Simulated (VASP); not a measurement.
Input:

```
CELL_PARAMETERS angstrom
      4.08960     0.00000     0.00000
      0.00000     4.08960     0.00000
      0.00000     0.00000     2.63907
ATOMIC_POSITIONS crystal
  Si 0.00000 0.00000 0.00000
  Si 0.50000 0.50000 0.50000
  O  0.30394 0.30394 0.00000
  O  0.80394 0.19606 0.50000
  O  0.19606 0.80394 0.50000
  O  0.69606 0.69606 0.00000
```

The numbers are results of r2SCAN meta-GGA, VASP's PBE PAW potentials (set 64) (plane waves; VASP), not measurements. Numerical set-up: 620 eV cut-off, 6×6×8 Γ-centred mesh, Gaussian smearing of 0.050 eV, potentials Si O.

Energy and stress use the plane-wave basis of the starting cell.

Question: The ions, cell shape and volume at an external pressure of 30.0 GPa are relaxed. Which structure does the run end with?

Answer: 
```
CELL_PARAMETERS angstrom
      4.05513     0.00000     0.00000
      0.00000     4.05513     0.00000
      0.00000     0.00000     2.62089
ATOMIC_POSITIONS crystal
  Si 0.00000 0.00000 0.00000
  Si 0.50000 0.50000 0.50000
  O  0.30325 0.30325 0.00000
  O  0.80325 0.19675 0.50000
  O  0.19675 0.80325 0.50000
  O  0.69675 0.69675 0.00000
```
Space group P4_2/mnm (136), at a tolerance of 0.03 Å.

Question: How do energy and volume change from the first to the last step?

Answer: The energy (σ→0) changes by +26.9 meV/atom and the volume by -2.4 %, in 6 ionic steps.

```csv
step,E(σ→0) (eV),max force (eV/Å),pressure (GPa),volume (Å³)
1,-58.6444,0.002,19.95,44.14
2,-58.0089,0.440,52.36,41.25
3,-58.4928,0.140,29.79,43.16
4,-58.4892,0.143,30.00,43.14
5,-58.4782,0.094,30.05,43.08
6,-58.4827,0.011,30.02,43.10
```

The compound is SiO2 in the rutile structure, stishovite, a high-pressure form. This run relaxes it under an external pressure of 30 GPa. Symmetry was kept, so distortions that lower it aren't found.
